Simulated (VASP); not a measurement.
These are vdW-DF-cx, VASP's PBE PAW potentials (set 64) (plane waves; VASP) values and carry that method's errors.

The input files of a VASP run:

INCAR:
```
# general
SYSTEM   = TiB2
PREC     = Accurate
ENCUT    = 520
LREAL    = F   # projection in real space or not
LASPH    = T

# electronic loop
EDIFF    = 1E-7
NELM     = 100
ALGO     = Normal   # blocked Davidson
LMAXMIX  = 4   # l cut-off of mixed one-centre charges

# smearing
ISMEAR   = 1
SIGMA    = 0.1

# functional
GGA      = CX
LUSE_VDW = T
AGGAC    = 0.0

# ions
IBRION   = 2   # conjugate gradients
NSW      = 30   # most ionic steps
ISIF     = 4   # ions and shape, fixed volume
EDIFFG   = -0.01

# output
LWAVE    = F
LCHARG   = F
```

**POSCAR**
```
TiB2
1
    1.5436687288    -2.6737126954     0.0000000000
    1.5436687288     2.6737126954     0.0000000000
    0.0000000000     0.0000000000     3.2648767783
Ti B
1 2
Direct
  0.0000000000   1.0000000000   1.0000000000
  0.3333330000   0.6666670000   0.5000000000
  0.6666670000   0.3333330000   0.5000000000
```

**KPOINTS**
```
Automatic mesh
0
Gamma
12 12 10
0 0 0
```

POTCAR, in this order: Ti_sv B (PBE.64 set). Program: vasp_std.

The resulting files:

### OSZICAR
```
       N       E                     dE             d eps       ncg     rms          rms(c)
DAV:   1     0.129983343634E+03    0.12998E+03   -0.92799E+03  2969   0.156E+03
DAV:   2    -0.156370539439E+02   -0.14562E+03   -0.14148E+03  3019   0.386E+02
DAV:   3    -0.251930674709E+02   -0.95560E+01   -0.94519E+01  4359   0.942E+01
DAV:   4    -0.255023835798E+02   -0.30932E+00   -0.30827E+00  3818   0.155E+01
DAV:   5    -0.255109001682E+02   -0.85166E-02   -0.85138E-02  4431   0.234E+00    0.158E+01
DAV:   6    -0.207141898180E+02    0.47967E+01   -0.25996E+01  3956   0.575E+01    0.367E+00
DAV:   7    -0.207293948707E+02   -0.15205E-01   -0.18038E+00  3429   0.159E+01    0.305E+00
DAV:   8    -0.207407014263E+02   -0.11307E-01   -0.21822E-01  4286   0.449E+00    0.874E-01
DAV:   9    -0.207275401530E+02    0.13161E-01   -0.10788E-01  4024   0.421E+00    0.310E-01
DAV:  10    -0.207264780547E+02    0.10621E-02   -0.58259E-03  3604   0.101E+00    0.608E-02
DAV:  11    -0.207265292038E+02   -0.51149E-04   -0.84626E-04  4391   0.358E-01    0.550E-02
DAV:  12    -0.207264985154E+02    0.30688E-04   -0.24597E-04  3921   0.212E-01    0.100E-02
DAV:  13    -0.207264963535E+02    0.21619E-05   -0.15628E-05  3873   0.518E-02    0.185E-03
DAV:  14    -0.207264964437E+02   -0.90238E-07   -0.30076E-07  3243   0.623E-03
   1 F= -.20726496E+02 E0= -.20726255E+02  d E =-.207265E+02
       N       E                     dE             d eps       ncg     rms          rms(c)
DAV:   1    -0.207304134047E+02   -0.39171E-02   -0.14985E-01  3199   0.624E+00    0.394E-01
DAV:   2    -0.207286519326E+02    0.17615E-02   -0.84661E-03  3069   0.957E-01    0.221E-01
DAV:   3    -0.207278638228E+02    0.78811E-03   -0.10229E-03  3502   0.428E-01    0.662E-02
DAV:   4    -0.207277821187E+02    0.81704E-04   -0.18851E-04  3557   0.172E-01    0.985E-03
DAV:   5    -0.207277777594E+02    0.43593E-05   -0.14194E-05  3175   0.466E-02    0.438E-03
DAV:   6    -0.207277774888E+02    0.27061E-06   -0.54993E-07  3269   0.890E-03    0.162E-03
DAV:   7    -0.207277775091E+02   -0.20338E-07   -0.28050E-08  1972   0.221E-03
   2 F= -.20727778E+02 E0= -.20727545E+02  d E =-.128107E-02
```

OUTCAR:
```
------------------------ aborting loop because EDIFF is reached ----------------------------------------
  FORCE on cell =-STRESS in cart. coord.  units (eV):
  Direction    XX          YY          ZZ          XY          YZ          ZX
  --------------------------------------------------------------------------------------
  Total       -2.2450675     -2.2450675     -2.2198903      0.0000000      0.0000000      0.0000000
  in kB     -133.4671379   -133.4671403   -131.9703788      0.0000000      0.0000000      0.0000000
  external PRESSURE =    -132.9682190 kB  Pullay stress =       0.0000000 kB
  volume of cell :       26.95
      direct lattice vectors                 reciprocal lattice vectors
     1.539749951 -2.666925171  0.000000000     0.324728051 -0.187481826  0.000000000
     1.539749951  2.666925171 -0.000000000     0.324728051  0.187481826  0.000000000
    -0.000000000  0.000000000  3.281516637    -0.000000000  0.000000000  0.304737142
 POSITION                                       TOTAL-FORCE (eV/Angst)
 -----------------------------------------------------------------------------------
     -0.00000      0.00000      3.28152        -0.000000      0.000000      0.000000
      1.53975      0.88898      1.64076         0.000000     -0.000000     -0.000000
      1.53975     -0.88898      1.64076        -0.000000      0.000000      0.000000
 -----------------------------------------------------------------------------------
    total drift:                               -0.000000      0.000000      0.000000
  FREE ENERGIE OF THE ION-ELECTRON SYSTEM (eV)
  ---------------------------------------------------
  free  energy   TOTEN  =       -20.7277775091 eV

  energy  without entropy=      -20.7270789253  energy(sigma->0) =      -20.72754465

 reached required accuracy - stopping structural energy minimisation
```
(Selected blocks of OUTCAR.)

**CONTCAR**
```
TiB2
   1.00000000000000
     1.5397499508029671   -2.6669251706177817    0.0000000000000000
     1.5397499508029671    2.6669251706177817   -0.0000000000000000
    -0.0000000000000000    0.0000000000000000    3.2815166366603394
  Ti              B
     1     2
Direct
     0.0000000000000000    0.0000000000000000    1.0000000000000000
     0.3333330000000032    0.6666669999999968    0.5000000000000000
     0.6666669999999968    0.3333330000000032    0.5000000000000000
```

The compound is TiB2 in the AlB2 type structure. This cell is one point of a volume scan, at 1.06 of the reference volume. Symmetry was kept, so distortions that lower it aren't found.
